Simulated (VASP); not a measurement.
An input for Quantum ESPRESSO's pw.x (written as the equivalent of a VASP run, and not itself run):

```
&CONTROL
  calculation = 'scf'
  pseudo_dir = './pseudo'
  outdir = './out'
  tprnfor = .true.
  tstress = .true.
/
&SYSTEM
  ibrav = 0
  nat = 2
  ntyp = 2
  ecutwfc = 50
  occupations = 'smearing'
  smearing = 'gaussian'
  degauss = 0.003675
  input_dft = 'rpbe'
/
&ELECTRONS
  conv_thr = 7.3e-08
  electron_maxstep = 100
/
ATOMIC_SPECIES
  Cs 132.905 Cs.upf
  Br 79.904 Br.upf
CELL_PARAMETERS angstrom
     4.2223850    0.0000000    0.0000000
     0.0000000    4.1885590    0.0000000
     0.0000000    0.0000000    4.3024850
ATOMIC_POSITIONS crystal
  Cs   0.0000000  0.0000000  0.0000000
  Br   0.5125570  0.5000000  0.5000000
K_POINTS automatic
  6 6 6 0 0 0
```

Translate this input to VASP (INCAR, KPOINTS, POSCAR, choice of POTCAR).

This is not unique; one that fits is 
### INCAR
```
ALGO  =  Normal
EDIFF  =  1E-6
ENCUT  =  400
GGA  =  RP
ISIF  =  2
ISMEAR  =  0
LASPH  =  T
LCHARG  =  F
LMAXMIX  =  4
LREAL  =  F
LWAVE  =  F
NELM  =  100
PREC  =  Accurate
SIGMA  =  0.05
SYSTEM  =  CsBr
```

**KPOINTS**
```
Automatic mesh
0
gamma
  6 6 6
0 0 0
```

POSCAR:
```
CsBr
1
    4.2223850000     0.0000000000     0.0000000000
    0.0000000000     4.1885590000     0.0000000000
    0.0000000000     0.0000000000     4.3024850000
Cs Br
1 1
Direct
  0.0000000000   0.0000000000   0.0000000000
  0.5125570000   0.5000000000   0.5000000000
```

POTCAR, in this order: Cs_sv Br (PBE.64 set). Program: vasp_std.

Limits of the translation: the potentials are each code's own (VASP's PAW set, PseudoDojo norm-conserving files in pw.x), so ENCUT and ecutwfc are chosen apart and not converted; conv_thr bounds pw.x's estimated SCF error, while EDIFF bounds the energy change between steps.

The compound is CsBr in the CsCl type structure. The cell was not relaxed at this level, atoms are displaced from their ideal sites. The run is one of a series of settings (GGA = RP against the base run), some of them coarse on purpose.
